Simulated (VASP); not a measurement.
# A VASP study of CaHf (RPBE): structure first, properties next, part 2 of 5

What structure does CaHf take at this level, and what are its properties? The cell is invented: it takes the structure of COD entry 1522699, ZrHg (space group 123 there), with all of its atoms replaced by other elements, volume scaled by an estimate. It may not be a known or stable phase.

VASP 6.6.1, plane waves and PAW; the level of theory is named at each step.

Still holding for the runs below: The k-mesh is coarse for a metal.

So far. Step 2 (Relaxing cell and atoms (RPBE)): It ends with forces that vanish by symmetry and a pressure of -0.02 GPa.

### Step 3. Second relaxation

Level of this step: RPBE; plane waves and PAW (Hf_pv, Ca_sv); invented cell (VASP).

The basis stayed that of the start cell while the cell moved. A rerun from the cell reached resets it; the error of the finite cutoff stays. The mesh changes with the cell too.

The input, INCAR:

```
SYSTEM = CaHf
PREC = Accurate
ENCUT = 400
EDIFF = 1E-06
NELM = 100
ISMEAR = 1
SIGMA = 0.2
LREAL = .FALSE.
ALGO = Normal
GGA = RP
LORBIT = 11
LWAVE = .FALSE.
LCHARG = .FALSE.
IBRION = 2
NSW = 60
ISIF = 3
EDIFFG = -0.01
```

The input, POSCAR:

```
CaHf
1.0
    3.2952715101      0.0000000000      0.0000000000
    0.0000000000      3.2952715101      0.0000000000
    0.0000000000      0.0000000000      5.3195293823
Hf Ca
1 1
Direct
    0.5000000000      0.5000000000      0.5000000000
    0.0000000000      0.0000000000      0.0000000000
```

The input, KPOINTS:

```
Automatic mesh
0
Gamma
8 8 5
0 0 0
```

PAW data sets: Hf_pv and Ca_sv (PBE family, release 64).

Started as:

```console
$ mpirun -np 1 vasp_std
```

The program printed:

```text
[banner, memory and clock lines left out]
running    1 mpi-ranks, on    1 nodes
 distrk:  each k-point on    1 cores,    1 groups
 distr:  one band on    1 cores,    1 groups

 POSCAR found type information on POSCAR HfCa
 POSCAR found :  2 types and       2 ions
 [... a notice as in an earlier step ...]

 LDA part: xc-table for (Slater+PW92), standard interpolation
 POSCAR, INCAR and KPOINTS ok, starting setup
 FFT: planning ... GRIDC
 FFT: planning ... GRID_SOFT
 FFT: planning ... GRID
 WAVECAR not read
 entering main loop
       N       E                     dE             d eps       ncg     rms          rms(c)
DAV:   1     0.983330810362E+02    0.98333E+02   -0.95383E+03  1260   0.111E+03
DAV:   2    -0.728766278289E+01   -0.10562E+03   -0.10458E+03  1494   0.297E+02
DAV:   3    -0.109488901108E+02   -0.36612E+01   -0.34802E+01  2100   0.419E+01
DAV:   4    -0.110500801540E+02   -0.10119E+00   -0.10036E+00  1712   0.646E+00
DAV:   5    -0.110542410513E+02   -0.41609E-02   -0.41604E-02  1970   0.921E-01    0.287E+01
DAV:   6    -0.102151132522E+02    0.83913E+00   -0.85872E+00  1562   0.101E+01    0.200E+01
DAV:   7    -0.100736921944E+02    0.14142E+00   -0.14774E+00  1604   0.490E+00    0.792E+00
DAV:   8    -0.100584715745E+02    0.15221E-01   -0.13697E-01  1800   0.208E+00    0.116E+00
DAV:   9    -0.100532194004E+02    0.52522E-02   -0.31446E-02  1654   0.756E-01    0.634E-01
DAV:  10    -0.100529409962E+02    0.27840E-03   -0.34493E-03  1694   0.263E-01    0.104E-01
DAV:  11    -0.100529478617E+02   -0.68655E-05   -0.11907E-04  1682   0.753E-02    0.302E-02
DAV:  12    -0.100529544511E+02   -0.65895E-05   -0.98250E-06  1870   0.261E-02    0.903E-03
DAV:  13    -0.100529543052E+02    0.14597E-06   -0.65487E-07  1206   0.362E-03
   1 F= -.10052954E+02 E0= -.10052145E+02  d E =-.100530E+02
 curvature:   0.00 expect dE= 0.000E+00 dE for cont linesearch  0.000E+00
 trial: gam= 0.00000 g(F)=  0.000E+00 g(S)=  0.509E-04 ort = 0.000E+00 (trialstep = 0.100E+01)
 search vector abs. value=  0.509E-04
 bond charge predicted
       N       E                     dE             d eps       ncg     rms          rms(c)
DAV:   1    -0.100532054010E+02   -0.25095E-03   -0.91797E-03  1302   0.957E-01    0.153E-01
DAV:   2    -0.100530477774E+02    0.15762E-03   -0.54500E-04  1870   0.202E-01    0.566E-02
DAV:   3    -0.100529887538E+02    0.59024E-04   -0.98009E-05  1948   0.799E-02    0.283E-02
DAV:   4    -0.100529816285E+02    0.71252E-05   -0.48627E-05  2262   0.436E-02    0.155E-02
DAV:   5    -0.100529842222E+02   -0.25936E-05   -0.25758E-06  1350   0.113E-02    0.646E-03
DAV:   6    -0.100529862481E+02   -0.20260E-05   -0.19034E-06  1286   0.784E-03    0.157E-03
DAV:   7    -0.100529864982E+02   -0.25008E-06   -0.28508E-07   810   0.396E-03
   2 F= -.10052986E+02 E0= -.10052138E+02  d E =-.321931E-04
[...]
3 F= -.10052989E+02 E0= -.10052123E+02  d E =-.348089E-04
[...]
4 F= -.10052973E+02 E0= -.10052070E+02  d E =-.186273E-04
[...]
5 F= -.10052991E+02 E0= -.10052117E+02  d E =-.363474E-04
[...]
6 F= -.10052991E+02 E0= -.10052122E+02  d E =-.364846E-04
 curvature:  -0.02 expect dE=-0.732E-06 dE for cont linesearch -0.102E-06
 ZBRENT: accuracy reached
 trial: gam= 0.00000 g(F)=  0.196E-66 g(S)=  0.427E-04 ort =-0.174E-04 (trialstep = 0.111E+01)
 search vector abs. value=  0.427E-04
 bond charge predicted
       N       E                     dE             d eps       ncg     rms          rms(c)
DAV:   1    -0.100533823740E+02   -0.39078E-03   -0.11363E-02  1266   0.109E+00    0.140E-01
DAV:   2    -0.100530934352E+02    0.28894E-03   -0.10364E-03  1488   0.271E-01    0.675E-02
DAV:   3    -0.100530002283E+02    0.93207E-04   -0.21333E-04  1798   0.125E-01    0.201E-02
DAV:   4    -0.100529967909E+02    0.34374E-05   -0.96085E-05  1982   0.537E-02    0.140E-02
DAV:   5    -0.100529971129E+02   -0.32203E-06   -0.36494E-06  1280   0.147E-02
   7 F= -.10052997E+02 E0= -.10052106E+02  d E =-.632316E-05
 trial-energy change:   -0.000006  1 .order   -0.000022   -0.000047    0.000003
 step:   1.0484(harm=  1.0484)  dis= 0.00000  next Energy=   -10.053013 (dE=-0.224E-04)
 reached required accuracy - stopping structural energy minimisation
```

Wall time 97 s (1 MPI rank of AMD EPYC 7R43, shared host); peak memory 0.14 GiB.

Parts of OUTCAR (step 3):

```text
  LATTYP: Found a simple tetragonal cell.
 ALAT       =     3.2952715101
 C/A-ratio  =     1.6142916801

The static configuration has the point symmetry D_4h.

 Found     45 irreducible k-points:

   k-points           NKPTS =     45   k-points in BZ     NKDIM =     45   number of bands    NBANDS=     14

   dimension x,y,z NGX =    24 NGY =   24 NGZ =   36
   dimension x,y,z NGXF=    48 NGYF=   48 NGZF=   72

   ENCUT  =  400.0 eV  29.40 Ry    5.42 a.u.   5.37  5.37  8.67*2*pi/ulx,y,z

   NELECT =      20.0000    total number of electrons

 E-fermi :   3.3723

 k-point     1 :       0.0000    0.0000    0.0000
  band No.  band energies     occupation
    ...
      6     -18.2853      2.00000
      7     -18.2853      2.00000
      8      -2.1279      2.00000
      9       1.5904      2.00000
     10       2.6527      2.00000
     11       4.1983     -0.00000
     12       5.5972     -0.00000
     13       5.7940     -0.00000
     14       5.7940     -0.00000

 k-point     2 :       0.1250    0.0000    0.0000
  band No.  band energies     occupation
    ...
      6     -18.3458      2.00000
      7     -18.2802      2.00000
      8      -1.8361      2.00000
      9       1.8342      2.00000
     10       2.8103      2.00052
     11       3.9556     -0.00030
     12       5.5189     -0.00000
     13       5.7113     -0.00000
     14       5.8959     -0.00000

  Total       -0.0109955     -0.0109955      0.0080094      0.0000000     -0.0000000      0.0000000
  in kB       -0.3050189     -0.3050189      0.2221826      0.0000000     -0.0000000      0.0000000
  external PRESSURE =      -0.1292851 kB  Pullay stress =       0.0000000 kB

  energy-cutoff  :      400.00
  volume of cell :       57.76
      direct lattice vectors                 reciprocal lattice vectors
     3.292909916  0.000000000 -0.000000000     0.303682769  0.000000000 -0.000000000
     0.000000000  3.292909916  0.000000000    -0.000000000  0.303682769  0.000000000
     0.000000000 -0.000000000  5.326474818     0.000000000  0.000000000  0.187741430

 POSITION                                       TOTAL-FORCE (eV/Angst)
 -----------------------------------------------------------------------------------
      1.64645      1.64645      2.66324        -0.000000      0.000000      0.000000
      0.00000      0.00000      0.00000         0.000000     -0.000000      0.000000
 -----------------------------------------------------------------------------------
    total drift:                                0.000000      0.000000     -0.000000

  FREE ENERGIE OF THE ION-ELECTRON SYSTEM (eV)
  ---------------------------------------------------
  free  energy   TOTEN  =       -10.0529971129 eV

  energy  without entropy=      -10.0503244166  energy(sigma->0) =      -10.05210621

 total charge
# of ion       s       p       d       tot
------------------------------------------
    1        0.396   6.203   1.398   7.997
    2        2.087   5.846   0.268   8.200
--------------------------------------------------
tot          2.482  12.049   1.666  16.197

[... 2 parts as in an earlier step ...]

[... 7 further parts left out ...]
```

CONTCAR:

```
CaHf
   1.00000000000000
     3.2929099164879014    0.0000000000000000   -0.0000000000000000
     0.0000000000000000    3.2929099164879014    0.0000000000000000
     0.0000000000000000   -0.0000000000000000    5.3264748178862344
  Hf              Ca
     1     1
Direct
     0.5000000000000000    0.5000000000000000    0.5000000000000000
     0.0000000000000000    0.0000000000000000    0.0000000000000000
```

The steps of the relaxation:

```csv
step,energy less that of the first step (eV),largest force (eV/Å),pressure (GPa),volume (Å³)
1,0.0000,0.0000,-0.05,57.76
2,0.0000,0.0000,0.01,57.69
3,0.0000,0.0000,0.02,57.65
4,0.0000,0.0000,0.09,57.58
5,0.0000,0.0000,0.07,57.64
6,0.0000,0.0000,0.06,57.65
7,0.0000,0.0000,-0.01,57.76
```

```csv
"conventional cell, symmetrised",before,after,change
a (Å),3.295,3.293,-0.1 %
b (Å),3.295,3.293,-0.1 %
c (Å),5.320,5.326,+0.1 %
volume (Å³/atom),28.88,28.88,-0.0 %
```

The relaxed structure:

```cif
data_structure
_symmetry_space_group_name_H-M 'P 1'
_symmetry_Int_Tables_number 1
_cell_length_a 3.2929
_cell_length_b 3.2929
_cell_length_c 5.3265
_cell_angle_alpha 90.000
_cell_angle_beta 90.000
_cell_angle_gamma 90.000
_cell_volume 57.76
loop_
_atom_site_label
_atom_site_type_symbol
_atom_site_fract_x
_atom_site_fract_y
_atom_site_fract_z
_atom_site_occupancy
Hf1 Hf 0.50000 0.50000 0.50000 1
Ca2 Ca 0.00000 0.00000 0.00000 1
```

This step gave:

* irreducible k-points: 45
* Fermi energy: 3.372 eV
* pressure: -0.01293 GPa
* SCF cycles over all ionic steps: 45

It ends with forces that vanish by symmetry and a pressure of -0.01 GPa. The volume moved by only 0.01 %, so the volume is settled.

### Step 4. Single point with fields (RPBE)

The relaxed cell gets a fresh self-consistent run, on a basis set for its own volume, to fix the density and to check the remaining stress.

Edit INCAR of step 3 so:

```diff
@@ -12,6 +12,5 @@
 LWAVE = .FALSE.
-LCHARG = .FALSE.
-IBRION = 2
-NSW = 60
-ISIF = 3
-EDIFFG = -0.01
+LCHARG = .TRUE.
+ISIF = 2
+LELF = .TRUE.
+LVHAR = .TRUE.
```

The input, POSCAR:

```
CaHf
1.0
    3.2929099165      0.0000000000      0.0000000000
    0.0000000000      3.2929099165      0.0000000000
    0.0000000000      0.0000000000      5.3264748179
Hf Ca
1 1
Direct
    0.5000000000      0.5000000000      0.5000000000
    0.0000000000      0.0000000000      0.0000000000
```

KPOINTS is that of step 3.

Started as:

```console
$ mpirun -np 1 vasp_std
```

The program printed:

```text
[... set-up lines as in an earlier step ...]
 entering main loop
       N       E                     dE             d eps       ncg     rms          rms(c)
DAV:   1     0.984737441396E+02    0.98474E+02   -0.96091E+03  1260   0.111E+03
DAV:   2    -0.722759450197E+01   -0.10570E+03   -0.10472E+03  1482   0.294E+02
DAV:   3    -0.109434681599E+02   -0.37159E+01   -0.36110E+01  2028   0.427E+01
DAV:   4    -0.110513638926E+02   -0.10790E+00   -0.10783E+00  1818   0.699E+00
DAV:   5    -0.110536427919E+02   -0.22789E-02   -0.22788E-02  1904   0.873E-01    0.287E+01
DAV:   6    -0.102164227153E+02    0.83722E+00   -0.86146E+00  1580   0.101E+01    0.200E+01
DAV:   7    -0.100742658534E+02    0.14216E+00   -0.15017E+00  1598   0.491E+00    0.795E+00
DAV:   8    -0.100585813060E+02    0.15685E-01   -0.13893E-01  1812   0.209E+00    0.116E+00
DAV:   9    -0.100532658059E+02    0.53155E-02   -0.31612E-02  1660   0.758E-01    0.635E-01
DAV:  10    -0.100529813036E+02    0.28450E-03   -0.34691E-03  1680   0.265E-01    0.104E-01
DAV:  11    -0.100529889349E+02   -0.76313E-05   -0.11814E-04  1704   0.754E-02    0.313E-02
DAV:  12    -0.100529956173E+02   -0.66824E-05   -0.98916E-06  1902   0.262E-02    0.109E-02
DAV:  13    -0.100529954584E+02    0.15883E-06   -0.71754E-07  1200   0.370E-03
   1 F= -.10052995E+02 E0= -.10052105E+02  d E =-.267148E-02
```

Wall time 38 s (1 MPI rank); peak memory 0.13 GiB.

Parts of OUTCAR (step 4):

```text
  LATTYP: Found a simple tetragonal cell.
 ALAT       =     3.2929099165
 C/A-ratio  =     1.6175586193

The static configuration has the point symmetry D_4h.

 Found     45 irreducible k-points:

   ENCUT  =  400.0 eV  29.40 Ry    5.42 a.u.   5.37  5.37  8.69*2*pi/ulx,y,z

   NELECT =      20.0000    total number of electrons

 E-fermi :   3.3724

 k-point     1 :       0.0000    0.0000    0.0000
  band No.  band energies     occupation
    ...
      6     -18.2859      2.00000
      7     -18.2859      2.00000
      8      -2.1277      2.00000
      9       1.5908      2.00000
     10       2.6529      2.00000
     11       4.1983     -0.00000
     12       5.5970     -0.00000
     13       5.7942     -0.00000
     14       5.7942     -0.00000

 k-point     2 :       0.1250    0.0000    0.0000
  band No.  band energies     occupation
    ...
      6     -18.3464      2.00000
      7     -18.2808      2.00000
      8      -1.8359      2.00000
      9       1.8346      2.00000
     10       2.8105      2.00052
     11       3.9556     -0.00030
     12       5.5190     -0.00000
     13       5.7111     -0.00000
     14       5.8961     -0.00000

  Total       -0.0215718     -0.0215718     -0.0050100      0.0000000      0.0000000      0.0000000
  in kB       -0.5984073     -0.5984073     -0.1389802      0.0000000      0.0000000      0.0000000
  external PRESSURE =      -0.4452650 kB  Pullay stress =       0.0000000 kB

  energy-cutoff  :      400.00
  volume of cell :       57.76
      direct lattice vectors                 reciprocal lattice vectors
     3.292909917  0.000000000  0.000000000     0.303682769  0.000000000  0.000000000
     0.000000000  3.292909917  0.000000000     0.000000000  0.303682769  0.000000000
     0.000000000  0.000000000  5.326474818     0.000000000  0.000000000  0.187741430

 POSITION                                       TOTAL-FORCE (eV/Angst)
 -----------------------------------------------------------------------------------
      1.64645      1.64645      2.66324         0.000000      0.000000      0.000000
      0.00000      0.00000      0.00000         0.000000      0.000000      0.000000
 -----------------------------------------------------------------------------------
    total drift:                                0.000000      0.000000     -0.000000

  FREE ENERGIE OF THE ION-ELECTRON SYSTEM (eV)
  ---------------------------------------------------
  free  energy   TOTEN  =       -10.0529954584 eV

  energy  without entropy=      -10.0503239772  energy(sigma->0) =      -10.05210496

[... 6 parts as in an earlier step ...]

[... 5 further parts left out ...]
```

Numbers from this step:

| Property | Result |
| --- | --- |
| SCF cycles | 13 |
| pressure | -0.04453 GPa |

Valence electrons inside each PAW sphere by angular momentum. Sphere charges, by row:

```csv
atom,s (e),p (e),d (e),tot (e)
Hf1,0.396,6.203,1.398,7.997
Ca2,2.087,5.846,0.268,8.2
```

ELF in the ac plane at fractional y = 0.000, with atoms of Ca within 0.2 Å of it. It is the smooth field of the valence electrons, not physical close to the nuclei.

Values, 22 rows by 14 columns, each cell a mean:
```
0.64 0.67 0.71 0.67 0.37 0.08 0.06 0.08 0.06 0.11 0.44 0.68 0.71 0.66
0.69 0.70 0.69 0.56 0.24 0.07 0.10 0.13 0.09 0.08 0.30 0.59 0.70 0.70
0.68 0.65 0.55 0.33 0.11 0.09 0.19 0.25 0.17 0.08 0.14 0.37 0.57 0.66
0.42 0.36 0.24 0.11 0.09 0.19 0.35 0.43 0.33 0.15 0.08 0.13 0.26 0.38
0.10 0.09 0.08 0.10 0.20 0.39 0.54 0.59 0.52 0.34 0.18 0.10 0.08 0.09
0.12 0.14 0.18 0.27 0.40 0.55 0.62 0.65 0.62 0.52 0.38 0.25 0.17 0.13
0.32 0.34 0.38 0.44 0.52 0.59 0.62 0.63 0.62 0.58 0.51 0.43 0.38 0.34
0.52 0.52 0.52 0.52 0.53 0.55 0.57 0.58 0.57 0.55 0.53 0.52 0.52 0.52
0.61 0.59 0.56 0.52 0.49 0.48 0.49 0.49 0.49 0.48 0.50 0.53 0.57 0.60
0.64 0.61 0.56 0.49 0.44 0.41 0.40 0.40 0.40 0.42 0.45 0.50 0.57 0.62
0.64 0.62 0.56 0.48 0.42 0.38 0.37 0.37 0.37 0.39 0.43 0.49 0.57 0.62
0.64 0.61 0.56 0.49 0.43 0.40 0.39 0.39 0.40 0.41 0.44 0.50 0.57 0.62
0.62 0.60 0.56 0.51 0.48 0.46 0.46 0.46 0.46 0.47 0.48 0.52 0.57 0.61
0.55 0.54 0.54 0.53 0.53 0.54 0.56 0.56 0.56 0.54 0.53 0.53 0.54 0.54
0.36 0.38 0.41 0.47 0.53 0.59 0.62 0.63 0.62 0.58 0.52 0.46 0.41 0.37
0.15 0.17 0.21 0.30 0.43 0.56 0.63 0.65 0.62 0.53 0.40 0.28 0.20 0.16
0.08 0.07 0.08 0.13 0.24 0.43 0.56 0.61 0.55 0.38 0.21 0.12 0.08 0.08
0.34 0.28 0.17 0.09 0.10 0.23 0.40 0.47 0.38 0.19 0.09 0.10 0.19 0.29
0.67 0.64 0.51 0.28 0.10 0.10 0.21 0.28 0.19 0.08 0.12 0.32 0.54 0.65
0.70 0.70 0.68 0.53 0.21 0.07 0.11 0.15 0.10 0.08 0.27 0.57 0.69 0.70
0.65 0.68 0.71 0.66 0.35 0.07 0.07 0.08 0.06 0.11 0.42 0.67 0.71 0.67
0.62 0.65 0.70 0.69 0.42 0.09 0.05 0.06 0.05 0.13 0.49 0.69 0.70 0.64
```
Columns run along a (3.3 Å), rows up along c (5.3 Å). Atoms in or near the plane, at fractional coordinates: Ca at (0.00, 0.00).

Valence density in the ac plane at fractional y = 0.000, with atoms of Ca within 0.2 Å of it. It is the smooth field of the valence electrons, not physical close to the nuclei.

Ten steps, logarithmic in the rise over the least value, from '0' (0.1 e/Å³) to '9' (7.2 e/Å³):
```
99875310000135789
98875210000125788
77653200000023567
65532100000012355
33221000000001223
11100000000000011
00000000110000000
00000011111100000
00000111111110000
00001111111111000
00011111111111100
00011111111111100
00011111111111100
00011111111111100
00011111111111100
00011111111111100
00001111111111000
00000111111110000
00000011111100000
00000000110000000
11100000000000011
33221000000001223
65532100000012355
77653200000023567
98875210000125788
99875310000135789
99986310000136899
```
Columns run along a (3.3 Å), rows up along c (5.3 Å). Atoms in or near the plane, at fractional coordinates: Ca at (0.00, 0.00).

Electrostatic potential energy in the ac plane at fractional y = 0.000, with atoms of Ca within 0.2 Å of it. With pseudopotentials it is smooth inside the atoms' cores, unlike the true potential.

Values in eV, 22 rows by 14 columns, each cell a mean:
```
-30 -30 -26 -19 -11  -4  -2  -1  -2  -5 -12 -20 -27 -30
-28 -26 -21 -15  -8  -3  -1  -1  -1  -4  -9 -16 -22 -27
-20 -18 -15 -10  -5  -2   0   0   0  -2  -5 -10 -15 -19
-12 -10  -8  -4  -2   0   1   1   1   0  -2  -5  -8 -11
 -4  -3  -2  -1   0   1   2   2   2   1   0  -1  -2  -3
  0   0   1   1   2   2   2   2   2   2   2   1   1   0
  2   2   2   2   2   2   2   2   2   2   2   2   2   2
  3   3   3   3   2   2   1   1   1   2   2   3   3   3
  4   4   3   3   2   1   1   0   1   1   2   3   3   4
  4   4   3   3   1   0   0   0   0   1   2   3   4   4
  4   4   3   2   1   0   0  -1   0   1   2   3   4   4
  4   4   3   3   1   0   0   0   0   1   2   3   4   4
  4   4   3   3   2   1   0   0   0   1   2   3   3   4
  4   3   3   3   2   2   1   1   1   2   2   3   3   3
  2   2   2   2   2   2   2   2   2   2   2   2   2   2
  1   1   1   1   2   2   2   2   2   2   2   1   1   1
 -3  -2  -1   0   1   1   2   2   2   1   0  -1  -2  -2
-10  -8  -6  -3  -1   0   1   1   1   0  -2  -4  -6  -9
-19 -17 -14  -9  -4  -1   0   0   0  -2  -5  -9 -14 -18
-27 -25 -20 -14  -7  -3  -1   0  -1  -4  -9 -15 -21 -25
-30 -29 -25 -18 -10  -4  -2  -1  -2  -5 -12 -19 -26 -30
-30 -30 -27 -20 -12  -5  -2  -2  -3  -6 -13 -21 -28 -30
```
Columns run along a (3.3 Å; values clipped at the 3rd and 97th percentile), rows up along c (5.3 Å). Atoms in or near the plane, at fractional coordinates: Ca at (0.00, 0.00).

In this run the pressure is -0.04 GPa, small enough to go on; single stress components reach 0.06 GPa.

(Continued in part 3 of 5.)

[Lines on the potential files, build, host, timing and source positions are cut from VASP's logs without a mark.]

[Logs are printed without paths, hosts, clocks, repeated set-up lines and the standing remarks that a program may print on its own settings, such as how far it seeks lower states.]

[Hosts, paths, dates, database ids (printed as entryN), source tags and the programs' standing remarks are cut or masked in the printed files.]

[A measured line is paired with the nearest computed mode of its activity, which favours agreement.]

[In band tables of VASP the shares of atoms and orbitals are scaled to a sum of 1 inside the atoms' spheres.]
